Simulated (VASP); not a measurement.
Crystal: BaMgAsF.

```xyz
8
Lattice="4.3855 0.0000 0.0000 0.0000 4.3855 0.0000 0.0000 0.0000 9.5918" Properties=species:S:1:pos:R:3 pbc="T T T"
Ba    2.1928    0.0000    1.4839
Ba    0.0000    2.1928    8.1079
As    2.1928    0.0000    6.3402
As    0.0000    2.1928    3.2516
Mg    2.1928    2.1928    4.7959
Mg    0.0000    0.0000    4.7959
F     2.1928    2.1928    0.0000
F     0.0000    0.0000    0.0000
```

The cell comes from a database or a generator and needn't be the stable form of this composition.

| Quantity | Value |
| --- | --- |
| Program | VASP 6.6.1 |
| Task | relaxation of cell and atoms |
| Functional | LDA |
| Potentials or basis | VASP PAW LDA potentials, release 64 (Ba_sv, As, Mg, F) |
| Cutoff | 600 eV |
| k mesh | 6 × 6 × 4 |
| Occupations | gaussian, width 0.03 eV |
| Spin | no spin polarisation |

At the start: pressure -2.6 GPa; volume 23.06 Å³/atom.

Where does the relaxation end?

Over 7 steps the energy falls by 9.6 meV/atom and the volume is 21.90 Å³/atom (-5.0 %); space group P4/nmm (No. 129, to 0.05 Å).

Step by step:
```tsv
step	energy change (eV)	largest force (eV/Å)	pressure (GPa)	volume (Å³)
1	0.0000	0.1208	-2.58	184.48
2	-0.0649	0.2258	0.60	174.72
3	-0.0682	0.1765	-0.04	176.43
4	-0.0726	0.1236	-0.03	175.99
5	-0.0760	0.0413	0.01	175.11
6	-0.0764	0.0267	0.00	175.14
7	-0.0766	0.0054	-0.03	175.18
```

Final structure:
```xyz
8
Lattice="4.3257 0.0000 0.0000 0.0000 4.3257 0.0000 0.0000 0.0000 9.3623" Properties=species:S:1:pos:R:3 pbc="T T T"
Ba    2.1628    0.0000    1.4556
Ba    0.0000    2.1628    7.9067
As    2.1628    0.0000    6.2166
As    0.0000    2.1628    3.1457
Mg    2.1628    2.1628    4.6811
Mg    0.0000    4.3257    4.6811
F     2.1628    2.1628    0.0000
F     0.0000    0.0000    0.0000
```
